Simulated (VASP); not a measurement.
Data:

```yaml
crystal:
  lattice:
    - [4.34258, 0.00000, 0.00000]
    - [0.00000, 4.34258, 0.00000]
    - [0.00000, 0.00000, 4.34258]
  atoms:
    - { symbol: Cu, position: [0.75000, 0.25000, 0.75000] }
    - { symbol: Cu, position: [0.25000, 0.75000, 0.75000] }
    - { symbol: Cu, position: [0.75000, 0.75000, 0.25000] }
    - { symbol: Cu, position: [0.25000, 0.25000, 0.25000] }
    - { symbol: O, position: [0.00000, 0.00000, 0.00000] }
    - { symbol: O, position: [0.50000, 0.50000, 0.50000] }
```

Calculation: r2SCAN meta-GGA, VASP's PBE PAW potentials (set 64) (plane waves; VASP 6.6.1). Settings: 520 eV cut-off, 5×5×5 Γ-centred mesh, Gaussian smearing of 0.050 eV, potentials Cu O.

Task: Estimate the energy per atom (σ→0), pressure, band gap (on the k-mesh) with the smallest direct gap where there is one.

Result: 
```
Item                                          Value
-----------------------------------  --------------
band gap (on the k-mesh)                    0.64 eV
smallest direct gap (on the k-mesh)         0.64 eV
energy per atom (σ→0)                -9685 meV/atom
pressure                                 -65.2 kbar
```

The absolute energy has meaning only against runs of the same code, potentials and settings.

The compound is Cu2O in the cuprite structure. This cell is one point of a volume scan, at 1.06 of the reference volume.
